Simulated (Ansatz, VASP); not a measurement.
# Sc3Te in VASP and in Ansatz

The input INCAR:

```
SYSTEM = Sc3Te
  PREC = Accurate
  ENCUT = 520
  EDIFF = 1E-6
  ISMEAR = -1
  SIGMA = 0.05
  LREAL = .FALSE.
  LASPH = .TRUE.
  NELM = 60
  ALGO = Normal
  ISIF = 2
  LWAVE = .FALSE.
  LCHARG = .FALSE.
  GGA = PE
```

KPOINTS

```
Automatic mesh
0
G
  5 5 5
  0 0 0
```

File POSCAR:

```
Sc3Te
1.0
    0.0000000000      3.5695000000      3.5695000000
    3.6051950000      0.0000000000      3.5695000000
    3.6051950000      3.5695000000      0.0000000000
Sc Te
3 1
Direct
    0.2500000000      0.2500000000      0.2500000000
    0.7500000000      0.7500000000      0.7500000000
    0.5000000000      0.5000000000      0.5000000000
    0.0000000000      0.0000000000      0.0000000000
```

The input input.yaml:

```yaml
crystal:
  lattice:
    - [0.0, 3.5695, 3.5695]
    - [3.605195, 0.0, 3.5695]
    - [3.605195, 3.5695, 0.0]
  atoms:
    - { symbol: Sc, position: [0.25, 0.25, 0.25] }
    - { symbol: Sc, position: [0.75, 0.75, 0.75] }
    - { symbol: Sc, position: [0.5, 0.5, 0.5] }
    - { symbol: Te, position: [0.0, 0.0, 0.0] }
hamiltonian:
  xc: pbe
  pseudopotentials: { kind: paw }
kpoints:
  mp_grid: { grid: [5, 5, 5] }
scf:
  occupations: { method: fermi_dirac, width: 0.05 }
output:
  forces: true
  stress: true
  eigenvalues: true
  write_density: true
  write_potential: true
  elf: true
  volumetric_format: npy
```

Change from the starting cell: strain = 0.01.

Alike in both runs: task single point; functional PBE; k mesh 5 × 5 × 5; occupations fermi-dirac, width 0.05 eV; no spin polarisation.

|  | VASP | Ansatz |
| --- | --- | --- |
| version | VASP 6.6.1 | Ansatz 0.2.0 |
| potentials or method | VASP PAW PBE potentials, release 64 (Sc_sv, Te) | Ansatz PAW |
| plane-wave cutoff (eV) | 520 | 420 |
| valence electrons in the cell | 39 | 49 |

```csv
,VASP,Ansatz,Ansatz less VASP
gap on the k mesh at the Fermi level (eV),none,none,-
pressure (GPa),-0.6,-0.6,-0.06
```

A gap of «none» marks a metal or a gap that the smearing closes. With one functional, cell and mesh, what is left measures potentials, basis and numerics. The two sets of potentials don't hold the same shells in valence.

The runs have no spin-orbit coupling, so splittings on Te are missing.
